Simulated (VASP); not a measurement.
All values below come from PBEsol GGA, VASP's PBE PAW potentials (set 64) (plane waves; VASP 6.6.1).

VASP ran on this input.

**POSCAR**
```
WSi2
7.8240980
 -0.2047339398   0.2047339398   0.4999999864
  0.2047339398  -0.2047339398   0.4999999864
  0.2047339398   0.2047339398  -0.4999999864
Si W
2 1
direct
  0.6655434233   0.6655434233   0.0000000000
  0.3344565767   0.3344565767   0.0000000000
  0.0000000000   0.0000000000   0.0000000000
```

### INCAR
```
SYSTEM = WSi2
PREC = Accurate
ENCUT = 520
EDIFF = 1E-7
NELM = 100
ALGO = Normal
LREAL = .FALSE.
LASPH = .TRUE.
ISMEAR = -5
GGA = PS
LMAXMIX = 6
LWAVE = .FALSE.
LCHARG = .TRUE.
LORBIT = 11
NEDOS = 601
ISIF = 2
LEFG = .TRUE.
```

### KPOINTS
```
Automatic mesh
0
Gamma
15 15 15
0 0 0
```

POTCAR, in this order: Si W_sv (PBE.64 set). Program: vasp_std.

What VASP printed:

OUTCAR:
```
 ion  position               nearest neighbor table
   1  0.666  0.666  0.000-   2 2.59   3 2.61   3 2.61   3 2.61   3 2.61   3 2.62   2 2.62   2 2.62
                             2 2.62   2 2.62
   2  0.334  0.334  0.000-   1 2.59   3 2.61   3 2.61   3 2.61   3 2.61   3 2.62   1 2.62   1 2.62
                             1 2.62   1 2.62
   3  0.000  0.000  0.000-   1 2.61   1 2.61   1 2.61   2 2.61   1 2.61   2 2.61   2 2.61   2 2.61
                             1 2.62   2 2.62
  LATTYP: Found a body centered tetragonal cell.
 ALAT       =     3.2037168176
 C/A-ratio  =     2.4421939369
 Subroutine PRICEL returns:
 Original cell was already a primitive cell.
 Subroutine GETGRP returns: Found 16 space group operations
The static configuration has the point symmetry D_4h.
The dynamic configuration has the point symmetry D_4h.
 Subroutine INISYM returns: Found 16 space group operations
 Subroutine IBZKPT returns following result:
 Found    288 irreducible k-points:

 Following reciprocal coordinates:
            Coordinates               Weight
  0.000000  0.000000  0.000000      1.000000
  0.066667 -0.000000  0.000000      8.000000
  0.133333  0.000000  0.000000      8.000000
  0.200000 -0.000000  0.000000      8.000000
...
```

**OSZICAR**
```
       N       E                     dE             d eps       ncg     rms          rms(c)
DAV:   1     0.124762378624E+03    0.12476E+03   -0.11276E+04  8648   0.149E+03
DAV:   2    -0.231947522453E+02   -0.14796E+03   -0.14639E+03  9921   0.360E+02
DAV:   3    -0.274848273949E+02   -0.42901E+01   -0.42325E+01 11490   0.519E+01
DAV:   4    -0.275158695107E+02   -0.31042E-01   -0.31048E-01  9823   0.518E+00
DAV:   5    -0.275162472092E+02   -0.37770E-03   -0.37774E-03 11664   0.577E-01    0.264E+01
DAV:   6    -0.267611763656E+02    0.75507E+00   -0.41323E+00 10432   0.153E+01    0.932E+00
DAV:   7    -0.266650168523E+02    0.96160E-01   -0.27211E-01  9788   0.312E+00    0.454E+00
DAV:   8    -0.266405061682E+02    0.24511E-01   -0.46248E-02 11265   0.184E+00    0.298E-01
DAV:   9    -0.266398968640E+02    0.60930E-03   -0.12007E-03 10278   0.289E-01    0.169E-01
DAV:  10    -0.266397664317E+02    0.13043E-03   -0.30895E-04 10677   0.178E-01    0.392E-02
DAV:  11    -0.266397614628E+02    0.49689E-05   -0.34163E-05 11062   0.479E-02    0.151E-02
DAV:  12    -0.266397627340E+02   -0.12712E-05   -0.13634E-06 10453   0.841E-03    0.385E-03
DAV:  13    -0.266397618379E+02    0.89608E-06   -0.34394E-07  9587   0.587E-03    0.586E-04
DAV:  14    -0.266397617700E+02    0.67905E-07   -0.11559E-08  5209   0.113E-03
   1 F= -.26639762E+02 E0= -.26639762E+02  d E =0.000000E+00
```

OUTCAR:
```
------------------------ aborting loop because EDIFF is reached ----------------------------------------
  FORCE on cell =-STRESS in cart. coord.  units (eV):
  Direction    XX          YY          ZZ          XY          YZ          ZX
  --------------------------------------------------------------------------------------
  Total        0.0195792      0.0195792     -0.1114814      0.0000000      0.0000000      0.0000000
  in kB        0.7812548      0.7812548     -4.4483650      0.0000000      0.0000000      0.0000000
  external PRESSURE =      -0.9619518 kB  Pullay stress =       0.0000000 kB
  volume of cell :       40.15
      direct lattice vectors                 reciprocal lattice vectors
    -1.601858409  1.601858409  3.912048894     0.000000000  0.312137451  0.127810264
     1.601858409 -1.601858409  3.912048894     0.312137451  0.000000000  0.127810264
     1.601858409  1.601858409 -3.912048894     0.312137451  0.312137451  0.000000000
 POSITION                                       TOTAL-FORCE (eV/Angst)
 -----------------------------------------------------------------------------------
      0.00000      0.00000      5.20728         0.000000      0.000000     -0.022177
      0.00000      0.00000      2.61682        -0.000000     -0.000000      0.022177
      0.00000      0.00000      0.00000        -0.000000     -0.000000      0.000000
 -----------------------------------------------------------------------------------
    total drift:                               -0.000000     -0.000000      0.000000
  FREE ENERGIE OF THE ION-ELECTRON SYSTEM (eV)
  ---------------------------------------------------
  free  energy   TOTEN  =       -26.6397617700 eV

  energy  without entropy=      -26.6397617700  energy(sigma->0) =      -26.63976177

 total charge

# of ion       s       p       d       tot
------------------------------------------
    1        0.736   0.895   0.000   1.631
    2        0.736   0.895   0.000   1.631
    3        2.318   6.312   3.624  12.253
--------------------------------------------------
tot          3.791   8.101   3.624  15.515

 Electric field gradients after diagonalization (V/A^2)
 (convention: |V_zz| > |V_xx| > |V_yy|)
----------------------------------------------------------------------
 ion       V_xx      V_yy      V_zz     asymmetry (V_yy - V_xx)/ V_zz
----------------------------------------------------------------------
   1       4.752     4.752    -9.504       0.000
   2       4.752     4.752    -9.504       0.000
   3      69.003    69.002  -138.005       0.000
```
(Selected blocks of OUTCAR.)

File OUTCAR:
```
 val. band max:       11.9610038214   @ k =  -0.2667  -0.2667   0.2000

 cond. band min:      11.9776710090   @ k =  -0.4000   0.4000   0.4000


 Fermi energy:        11.9581078033

 k-point     1 :       0.0000    0.0000    0.0000
  band No.  band energies     occupation
      1     -61.8263      2.00000
      2     -26.1019      2.00000
      3     -26.0699      2.00000
      4     -26.0699      2.00000
      5      -2.1704      2.00000
      6       5.0539      2.00000
      7       8.2225      2.00000
      8       8.5745      2.00000
      9       9.1074      2.00000
     10       9.1074      2.00000
     11      12.5963     -0.09452
     12      14.7729      0.00000
     13      14.8360      0.00000
     14      15.0986      0.00000
     15      15.0986      0.00000

 k-point     2 :       0.0667   -0.0000    0.0000
  band No.  band energies     occupation
      1     -61.8259      2.00000
      2     -26.1011      2.00000
      3     -26.0799      2.00000
      4     -26.0690      2.00000
      5      -2.0846      2.00000
      6       5.0632      2.00000
      7       7.9425      2.00000
      8       8.5790      2.00000
      9       9.1649      2.00000
     10       9.2232      2.00000
     11      12.2474      0.28731
     12      14.5246      0.00000
     13      14.7820      0.00000
     14      15.0998      0.00000
     15      15.4980      0.00000

 k-point     3 :       0.1333    0.0000    0.0000
  band No.  band energies     occupation
      1     -61.8250      2.00000
      2     -26.1081      2.00000
      3     -26.0990      2.00000
      4     -26.0665      2.00000
      5      -1.8301      2.00000
      6       5.0703      2.00000
      7       7.3766      2.00000
      8       8.5482      2.00000
      9       9.3315      2.00000
     10       9.3829      2.00000
     11      11.5762      2.04456
     12      13.8759      0.00000
     13      14.3924      0.00000
     14      15.7470      0.00000
     15      16.2036      0.00000
...
```

For a metal the tetrahedron method with Blöchl corrections gives inexact stress and forces. Unless said otherwise, spin-orbit coupling is left out, though it shifts the bands of the heavy elements here.

The compound is WSi2 in the MoSi2 type structure. It was relaxed first.
